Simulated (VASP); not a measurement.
These are PBEsol GGA, VASP's PBE PAW potentials (set 64) (plane waves; VASP) values and carry that method's errors.

A VASP calculation is set up with these files.

### KPOINTS
```
Automatic mesh
0
Gamma
8 8 8
0 0 0
```

File POSCAR:
```
SrVO3
1
    3.7103905654     0.0000000000    -0.0000000000
    0.0000000000     3.7103905654    -0.0000000000
   -0.0000000000     0.0000000000     3.7103905654
Sr V O
1 1 3
Direct
  0.0000000000   0.0000000000   0.0000000000
  0.5000000000   0.5000000000   0.5000000000
  0.5000000000   0.0000000000   0.5000000000
  0.0000000000   0.5000000000   0.5000000000
  0.5000000000   0.5000000000   0.0000000000
```

**INCAR**
```
NELM = 100
LASPH = .TRUE.   # aspherical one-centre terms
SYSTEM = SrVO3
PSTRESS = 200   # kbar
SIGMA = 0.1   # width (eV)
ALGO = Normal   # blocked Davidson
LCHARG = .FALSE.
GGA = PS
ENCUT = 620   # plane-wave cut-off (eV)
EDIFFG = -0.02
ISIF = 3   # ions, shape and volume
EDIFF = 1E-6
LMAXMIX = 4   # l cut-off of mixed one-centre charges
LREAL = .FALSE.   # projection in real space or not
LWAVE = .FALSE.
ISMEAR = 1
PREC = Accurate
NSW = 40   # most ionic steps
IBRION = 2   # conjugate gradients
```

POTCAR, in this order: Sr_sv V_sv O (PBE.64 set). Program: vasp_std.

Output

### OUTCAR
```
 ion  position               nearest neighbor table
   1  0.000  0.000  0.000-   3 2.62   4 2.62   5 2.62   3 2.62   4 2.62   4 2.62   5 2.62   4 2.62
                             3 2.62   5 2.62   3 2.62   5 2.62   2 3.21   2 3.21   2 3.21   2 3.21
   2  0.500  0.500  0.500-   3 1.86   4 1.86   5 1.86   5 1.86   3 1.86   4 1.86   1 3.21   1 3.21
                             1 3.21   1 3.21   1 3.21   1 3.21   1 3.21   1 3.21
   3  0.500  0.000  0.500-   2 1.86   2 1.86   1 2.62   1 2.62   1 2.62   1 2.62
   4  0.000  0.500  0.500-   2 1.86   2 1.86   1 2.62   1 2.62   1 2.62   1 2.62
   5  0.500  0.500  0.000-   2 1.86   2 1.86   1 2.62   1 2.62   1 2.62   1 2.62
  LATTYP: Found a simple cubic cell.
 ALAT       =     3.7103905654
 Subroutine PRICEL returns:
 Original cell was already a primitive cell.
 Subroutine GETGRP returns: Found 48 space group operations
The static configuration has the point symmetry O_h .
The dynamic configuration has the point symmetry O_h .
 Subroutine INISYM returns: Found 48 space group operations
 Subroutine IBZKPT returns following result:
 Found     35 irreducible k-points:

 Following reciprocal coordinates:
            Coordinates               Weight
  0.000000  0.000000  0.000000      1.000000
  0.125000  0.000000  0.000000      6.000000
  0.250000  0.000000  0.000000      6.000000
  0.375000  0.000000  0.000000      6.000000
...
```

OSZICAR:
```
       N       E                     dE             d eps       ncg     rms          rms(c)
DAV:   1     0.499124531681E+03    0.49912E+03   -0.26706E+04  1680   0.208E+03
DAV:   2    -0.183422593980E+02   -0.51747E+03   -0.51231E+03  2120   0.536E+02
DAV:   3    -0.497494753560E+02   -0.31407E+02   -0.31133E+02  1760   0.139E+02
DAV:   4    -0.506911987940E+02   -0.94172E+00   -0.94104E+00  2968   0.218E+01
DAV:   5    -0.506993793949E+02   -0.81806E-02   -0.81202E-02  1976   0.153E+00    0.493E+01
DAV:   6    -0.421619667915E+02    0.85374E+01   -0.80142E+01  2312   0.767E+01    0.203E+01
DAV:   7    -0.415821910606E+02    0.57978E+00   -0.20457E+01  1928   0.433E+01    0.208E+01
DAV:   8    -0.411552642349E+02    0.42693E+00   -0.37555E+00  1920   0.194E+01    0.242E+00
DAV:   9    -0.411282091464E+02    0.27055E-01   -0.22769E-01  2104   0.455E+00    0.884E-01
DAV:  10    -0.411273792604E+02    0.82989E-03   -0.20619E-02  2120   0.132E+00    0.273E-01
DAV:  11    -0.411274152651E+02   -0.36005E-04   -0.10850E-03  1960   0.281E-01    0.117E-01
DAV:  12    -0.411273686673E+02    0.46598E-04   -0.24009E-04  2320   0.151E-01    0.517E-02
DAV:  13    -0.411273692765E+02   -0.60921E-06   -0.25862E-05  2160   0.432E-02    0.211E-02
DAV:  14    -0.411273687999E+02    0.47659E-06   -0.39355E-06  1568   0.150E-02
   1 F= -.34750929E+02 E0= -.34750107E+02  d E =-.347509E+02
```

### OUTCAR
```
------------------------ aborting loop because EDIFF is reached ----------------------------------------
  FORCE on cell =-STRESS in cart. coord.  units (eV):
  Direction    XX          YY          ZZ          XY          YZ          ZX
  --------------------------------------------------------------------------------------
  Total        6.3401829      6.3401829      6.3401829      0.0000000      0.0000000     -0.0000000
  in kB      198.8627723    198.8627723    198.8627723      0.0000000      0.0000000     -0.0000000
  external PRESSURE =      -1.1372277 kB  Pullay stress =     200.0000000 kB
  volume of cell :       51.08
      direct lattice vectors                 reciprocal lattice vectors
     3.710390565  0.000000000  0.000000000     0.269513406  0.000000000  0.000000000
     0.000000000  3.710390565  0.000000000     0.000000000  0.269513406  0.000000000
     0.000000000  0.000000000  3.710390565     0.000000000  0.000000000  0.269513406
 POSITION                                       TOTAL-FORCE (eV/Angst)
 -----------------------------------------------------------------------------------
      0.00000      0.00000      0.00000         0.000000      0.000000      0.000000
      1.85520      1.85520      1.85520         0.000000      0.000000      0.000000
      1.85520      0.00000      1.85520         0.000000      0.000000      0.000000
      0.00000      1.85520      1.85520         0.000000      0.000000      0.000000
      1.85520      1.85520      0.00000         0.000000      0.000000      0.000000
 -----------------------------------------------------------------------------------
    total drift:                                0.000000      0.000000     -0.000000
  FREE ENERGIE OF THE ION-ELECTRON SYSTEM (eV)
  ---------------------------------------------------
  free  energy   TOTEN  =       -41.1273687999 eV

  energy  without entropy=      -41.1249029154  energy(sigma->0) =      -41.12654684
  enthalpy is  TOTEN    =       -34.7509285538 eV   P V=        6.3764402460

 reached required accuracy - stopping structural energy minimisation
```
(Selected blocks of OUTCAR.)

**OUTCAR**
```
 val. band max:        7.4712264275   @ k =   0.2500   0.2500   0.0000

 cond. band min:       7.5496537639   @ k =   0.2500   0.0000   0.0000


 Fermi energy:         7.5439038491

 k-point     1 :       0.0000    0.0000    0.0000
  band No.  band energies     occupation
      1     -58.1803      2.00000
      2     -32.2034      2.00000
      3     -32.2034      2.00000
      4     -32.2034      2.00000
      5     -27.0426      2.00000
      6     -13.0436      2.00000
      7     -11.7344      2.00000
      8     -11.7344      2.00000
      9      -9.1279      2.00000
     10      -9.1279      2.00000
     11      -9.1279      2.00000
     12       1.7700      2.00000
     13       1.7700      2.00000
     14       1.7700      2.00000
     15       3.6288      2.00000
     16       3.6288      2.00000
     17       3.6288      2.00000
     18       4.7335      2.00000
     19       4.7335      2.00000
     20       4.7335      2.00000
     21       6.2004      2.00000
     22       6.2004      2.00000
     23       6.2004      2.00000
     24       9.0039     -0.00000

 k-point     2 :       0.1250    0.0000    0.0000
  band No.  band energies     occupation
      1     -58.1801      2.00000
      2     -32.2125      2.00000
      3     -32.2030      2.00000
      4     -32.2030      2.00000
      5     -27.0340      2.00000
      6     -13.0558      2.00000
      7     -11.7526      2.00000
      8     -11.7249      2.00000
      9      -9.1140      2.00000
     10      -9.1140      2.00000
     11      -8.9831      2.00000
     12       1.5064      2.00000
     13       1.7422      2.00000
     14       1.7422      2.00000
     15       3.3390      2.00000
     16       3.3390      2.00000
     17       3.4430      2.00000
     18       4.1768      2.00000
     19       4.5819      2.00000
     20       4.5819      2.00000
     21       6.2247      2.00000
     22       6.6830      2.00000
     23       6.6830      2.00000
     24       9.0212     -0.00000
...
```

The compound is SrVO3 in the cubic perovskite structure. It was relaxed first under an external pressure of 20 GPa. The run is not spin-polarised, so no magnetic state was tried. The electron count is odd and the run is not spin-polarised, which forces a metal.
